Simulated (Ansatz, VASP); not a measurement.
# SiC (Moissanite) in two plane-wave programs

One calculation is typed for both programs; each brings its own data sets. How far apart do they land? The cell is taken from a series of runs on this material, whose earlier steps may have relaxed, scaled, displaced or heated it; both programs get it as it stands.

Method: plane waves, with VASP 6.6.1 beside it; dielectric response at PBE, in Ansatz 0.2.0.

### 1. The structure

It takes space group P6_3mc (No. 186, hexagonal). The conventional cell has a = 3.076 Å, b = 3.076 Å, c = 5.048 Å, α = 90.00°, β = 90.00°, γ = 120.00°. Si has 4 C at 1.87 to 1.94 Å nearest. Nearest to C lie 4 Si at 1.87 to 1.94 Å. Farther neighbours are not listed.

### 2. Ansatz: dielectric response, PBE

Ansatz runs on its default PAW (the set named soft_2) files.

The response to a field tests empty states and converges slowly with the mesh.

input.yaml reads:

```yaml
crystal:
  lattice:
    - [3.076, 0.0, 0.0]
    - [-1.538, 2.663894142, 0.0]
    - [0.0, 0.0, 5.048]
  atoms:
    - { symbol: Si, position: [0.3333333333, 0.6666666667, 0.0] }
    - { symbol: Si, position: [0.6666666667, 0.3333333333, 0.5] }
    - { symbol: C, position: [0.3333333333, 0.6666666667, 0.385] }
    - { symbol: C, position: [0.6666666667, 0.3333333333, 0.885] }
kpoints:
  mp_grid: { grid: [9, 9, 4] }
hamiltonian:
  xc: pbe
scf:
  occupations: { method: fixed }
dielectric: {}
```

Started as:

```
$ ansatz run input.yaml --threads 4 --pin off --max-ram 14745MiB --backend cpu --events-out ev --progress --plain --runs-dir out
```

Numbers of over 12 decimals in the logs are rounded to 6 here.

The program printed:

```text
Engine: ansatz 0.2.0, x86_64-unknown-linux-gnu
Pseudopotentials: kind: paw
Pseudopotential: Si, paw, valence charge 4, recommended cutoff 420 eV (normal), Si.paw.azcp
Pseudopotential: C, paw, valence charge 4, recommended cutoff 420 eV (normal), C.paw.azcp
Functional definition: PBE
  parameter kappa = 0.804
  parameter beta = 0.066725
  exchange = pbe_x(kappa = kappa, mu = beta*pi^2/3)
  correlation = pbe_c(beta = beta)
Crystal: 4 atoms, lattice volume = 41.364 Å³
Basis set: ecut = 420 eV, 785 PW (Γ), exchange–correlation on 48×48×72 points (8 copies of the dense FFT grid, shifted against one another)
Bands: 12, of which v1, the nominal top of the filled ones, is band 8 counted from 1 (7 counted from 0)
Symmetry: 12 space group operations
k-points: 95 of 324 (irreducible under 2 space group operations, time reversal used)
Non-local potential: Si, projectors of the file, l = 0: 2, l = 1: 2, l = 2: 2
Non-local potential: C, projectors of the file, l = 0: 2, l = 1: 2, l = 2: 1
PAW form: soft (Blöchl's): semilocal exchange-correlation on the pseudo side does not see the compensation charge
PAW one-centre angular grid: Si, 110 points (default); XC on 64 Gauss nodes
PAW one-centre angular grid: C, 110 points (default); XC on 64 Gauss nodes
Initial density: superposition of atomic densities (neutral atoms: chi_scale 0, normalization atom), corrected by the library's trained network
Initial wavefunctions: pseudopotential atomic-orbital guess
Functional: x = pbe(κ = 0.804, μ = 0.219515), c = pbe(β = 0.066725)
SCF iter   1: F=—  HF=-1774.266359 eV  |F-HF|=—  |Δ(HF+E_count)|=         —  Δρ=2.44e-3  dr2=2.64e-3  ethr=1.77e-3  ⟨swp⟩=4.4  Hψ=6567  notcnv=0  defer=188
preconditioner: auto → none  [insulator: Δε(μ)=2.299 eV  Ē_g=11.917 eV  n_scr=2 (ndim 8)  ℏωp=23.1 eV  f_vac=0.000  ε∞_Penn≈4.8]
SCF iter   2: F=—  HF=-1774.266322 eV  |F-HF|=—  |Δ(HF+E_count)|=   3.74e-5  Δρ=8.83e-4  dr2=1.91e-4  ethr=1.65e-5  ⟨swp⟩=2.3  Hψ=2844  notcnv=0  defer=188
SCF iter   3: F=—  HF=-1774.266351 eV  |F-HF|=—  |Δ(HF+E_count)|=   2.93e-5  Δρ=3.82e-4  dr2=2.50e-5  ethr=1.20e-6  ⟨swp⟩=2.0  Hψ=1741  notcnv=0  defer=174
SCF iter   4: F=—  HF=-1774.266395 eV  |F-HF|=—  |Δ(HF+E_count)|=   4.40e-5  Δρ=6.59e-5  dr2=8.47e-7  ethr=1.56e-7  ⟨swp⟩=2.5  Hψ=1874  notcnv=0  defer=7
SCF iter   5: F=—  HF=-1774.266399 eV  |F-HF|=—  |Δ(HF+E_count)|=   4.67e-6  Δρ=6.32e-6  dr2=7.70e-9  ethr=5.29e-9  ⟨swp⟩=2.2  Hψ=1944  notcnv=0
SCF iter   6: F=—  HF=-1774.266400 eV  |F-HF|=—  |Δ(HF+E_count)|=   1.58e-8  Δρ=7.15e-7  dr2=1.18e-10  ethr=4.81e-11  ⟨swp⟩=2.0  Hψ=1889  notcnv=0
SCF iter   7: F=-1774.266400 eV  HF=-1774.266400 eV  |F-HF|=8.64e-12  |Δ(HF+E_count)|=  2.15e-10  Δρ=1.24e-7  dr2=3.51e-12  ethr=1.00e-12  ⟨swp⟩=3.6  Hψ=4259  notcnv=0
SCF 1 converged in 7 iterations: F = -1774.266400 eV  dr2 = 3.51e-12
  greatest PAW one-centre occupation: 0.646 electrons in one spin orbital (limit 2), on the C atom at site 3 (counted from 0), in its partial waves of l = 0
NSCF: frozen V_eff on 4 k-points
DFPT response loops at Γ: preconditioner auto → Resta (q_TF=auto, 2.329 Å⁻¹)  ε∞=5.1 (no band partly filled); β = 1.00, the filter's whole step (`scf.mixing.beta` (0.50) is not read by the response loops at its default; to damp them type it under 1.00, their step now; it binds the ground state too); Broyden in place of MSR1
── the response to a field inside a basis, on 12×12×6 k-points: an SCF that follows is theirs, and a resumed run solves both again ──
Bands: 9, of which v1, the nominal top of the filled ones, is band 8 counted from 1 (7 counted from 0)
k-points: 126 of 864 (irreducible under 4 space group operations, time reversal used)
Initial density: handed on by an earlier stage of this run
Initial wavefunctions: pseudopotential atomic-orbital guess (no wavefunctions were taken with the density)
Eigensolver: Dense (126 Hₖ)
SCF iter   1: F=—  HF=-1774.266652 eV  |F-HF|=—  |Δ(HF+E_count)|=         —  Δρ=2.99e-4  dr2=6.42e-6  ethr=1.00e-1
preconditioner: auto → none  [insulator: Δε(μ)=2.753 eV  Ē_g=10.223 eV  n_scr=2 (ndim 8)  ℏωp=23.1 eV  f_vac=0.000  ε∞_Penn≈6.1]
SCF iter   2: F=—  HF=-1774.266658 eV  |F-HF|=—  |Δ(HF+E_count)|=   6.57e-6  Δρ=1.46e-4  dr2=1.37e-6  ethr=4.01e-8
SCF iter   3: F=—  HF=-1774.266661 eV  |F-HF|=—  |Δ(HF+E_count)|=   2.48e-6  Δρ=3.98e-5  dr2=2.32e-7  ethr=8.53e-9
SCF iter   4: F=-1774.266661 eV  HF=-1774.266661 eV  |F-HF|=9.15e-10  |Δ(HF+E_count)|=   1.00e-7  Δρ=3.18e-6  dr2=1.43e-9  ethr=1.45e-9
SCF 1 converged in 4 iterations: F = -1774.266661 eV  dr2 = 1.43e-9
DFPT response loops at Γ: preconditioner auto → Resta (q_TF=auto, 2.329 Å⁻¹)  ε∞=4.7 (no band partly filled); β = 1.00, the filter's whole step (`scf.mixing.beta` (0.50) is not read by the response loops at its default; to damp them type it under 1.00, their step now; it binds the ground state too); Broyden in place of MSR1
SCF converged after 7 iterations
Free energy (F): -1774.266400 eV
Harris-Foulkes:  -1774.266400 eV  (|F-HF|=8.64e-12)
Internal energy: -1774.266400 eV  (E = F + TS)
E sigma→0 (E₀):  -1774.266400 eV
Fermi energy:    9.783445 eV
--- Per-component energies (eV) ---
  E_band       = 57.480315
  E_kinetic    = 271.756606
  E_local      = -211.042782  (includes V_loc(G=0)·N_el)
  E_nonlocal   = 103.697026
  E_hartree    = 65.201688
  E_xc         = -211.132337
  E_vxc        = -218.904457  (∫ρ·V_xc dr)
  E_paw        = -1224.175743  (= ΣΔE_a)
  E_vpaw       = -18.429497  (= ΣTr[D̂ρ^β])
  E_aug_tail   = 0.000028  (compensation charges beyond the density's cutoff)
  E_ewald      = -568.570884
  E_smearing   = -0.000000  (= −TS)
  E_closure    = 0.000000  (closes the sum)
  Σ components = -1774.266400   (vs F -1774.266400, Δ=0.00e0)
--- Band table (eV; the first three rows and the last of 95) ---
  k-point 0: bands = [... 4 lower, 8.2268, 9.5066, 9.5066, 9.7834, 14.4013, 15.7941, 16.2903, 16.2903]
  k-point 1: bands = [... 4 lower, 8.3908, 8.3908, 9.2924, 9.2924, 14.6819, 16.4089, 16.4089, 16.6275]
  k-point 2: bands = [... 4 lower, 8.8165, 8.8165, 8.8165, 8.8165, 15.4879, 15.4879, 16.9536, 16.9536]
  k-point 94: bands = [... 4 lower, 5.5102, 5.5102, 7.4709, 7.4709, 14.5249, 14.5249, 16.7765, 16.7765]
--- Dielectric response (ions clamped): 3 representative field directions + reference, inside a basis on a mesh of 864 k-points (Σ response iterations 12) ---
  ε∞ (high-frequency dielectric tensor):
        6.863576     0.000000    -0.000000
        0.000000     6.863576     0.000000
       -0.000000     0.000000     7.444980
  Born effective charges Z* (e; rows j = field, columns β = displacement):
    site 0:
         2.68231    0.00000    0.00000
        -0.00000    2.68231    0.00000
        -0.00000   -0.00000    2.92525
    site 1:
         2.68231   -0.00000    0.00000
        -0.00000    2.68231   -0.00000
         0.00000    0.00000    2.92525
    site 2:
        -2.68231   -0.00000    0.00000
         0.00000   -2.68231    0.00000
         0.00000   -0.00000   -2.92525
    site 3:
        -2.68231    0.00000   -0.00000
         0.00000   -2.68231   -0.00000
         0.00000    0.00000   -2.92525
  Z* charge neutrality: 2.210e-4 e pre-enforcement
  solved inside a basis spanned on kpoints, on 12×12×6 k-points, its susceptibility summed on 14×14×8: ε∞ is read to err by 2.3e-2, Z* by 1.0e-2 e (field_mesh: kpoints solves on kpoints); Z* is corrected for what the basis lacks
```

Reading the cycles: dr2 is the Hartree energy of the density residual (eV), the measure of convergence; HF is the Harris–Foulkes estimate of the energy, which meets the free energy F at convergence.

(Part 1 of 2 ends here.)

[Lines on the potential files, build, host, timing and source positions are cut from VASP's logs without a mark.]

[Logs are printed without paths, hosts, clocks, repeated set-up lines and the standing remarks that a program may print on its own settings, such as how far it seeks lower states.]

[Hosts, paths, dates, database ids (printed as entryN), source tags and the programs' standing remarks are cut or masked in the printed files.]
